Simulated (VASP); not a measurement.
The system is LaBRh3.

```
La B Rh
1.0
     4.27946    0.00000    0.00000
     0.00000    4.27946    0.00000
     0.00000    0.00000    4.27946
La B Rh
1 1 3
Direct
  0.00000 0.00000 0.00000
  0.50000 0.50000 0.50000
  0.00000 0.50000 0.50000
  0.50000 0.00000 0.50000
  0.50000 0.50000 0.00000
```

- Program: VASP 6.6.1
- Task: relaxation of cell and atoms
- Functional: LDA
- Potentials or basis: VASP PAW LDA potentials, release 64 (La, B, Rh_pv)
- Cutoff: 600 eV
- k mesh: 8 × 8 × 8
- Occupations: gaussian, width 0.1 eV
- Spin: no spin polarisation

At the start: pressure -10.4 GPa; volume 15.67 Å³/atom.

**Question.** How do energy, volume and symmetry change on relaxing?

**Answer.** Over 7 steps the energy falls by 31.5 meV/atom and the volume is 14.76 Å³/atom (-5.8 %); space group Pm-3m (No. 221, to 0.05 Å).

Step by step:
| step | energy change (eV) | largest force (eV/Å) | pressure (GPa) | volume (Å³) |
| --- | --- | --- | --- | --- |
| 1 | 0.0000 | 0.0000 | -10.41 | 78.37 |
| 2 | 0.2554 | 0.0000 | 22.41 | 67.38 |
| 3 | -0.1575 | 0.0000 | -0.27 | 73.91 |
| 4 | -0.1576 | 0.0000 | -0.06 | 73.82 |
| 5 | -0.1576 | 0.0000 | 0.18 | 73.74 |
| 6 | -0.1575 | 0.0000 | -0.23 | 73.89 |
| 7 | -0.1576 | 0.0000 | -0.01 | 73.80 |

Final structure:
```cif
data_structure
_symmetry_space_group_name_H-M 'P 1'
_symmetry_Int_Tables_number 1
_cell_length_a 4.1946
_cell_length_b 4.1946
_cell_length_c 4.1946
_cell_angle_alpha 90.000
_cell_angle_beta 90.000
_cell_angle_gamma 90.000
_cell_volume 73.80
loop_
_atom_site_label
_atom_site_type_symbol
_atom_site_fract_x
_atom_site_fract_y
_atom_site_fract_z
_atom_site_occupancy
La1 La 0.00000 0.00000 0.00000 1
B1 B 0.50000 0.50000 0.50000 1
Rh1 Rh 0.00000 0.50000 0.50000 1
Rh2 Rh 0.50000 0.00000 0.50000 1
Rh3 Rh 0.50000 0.50000 0.00000 1
```
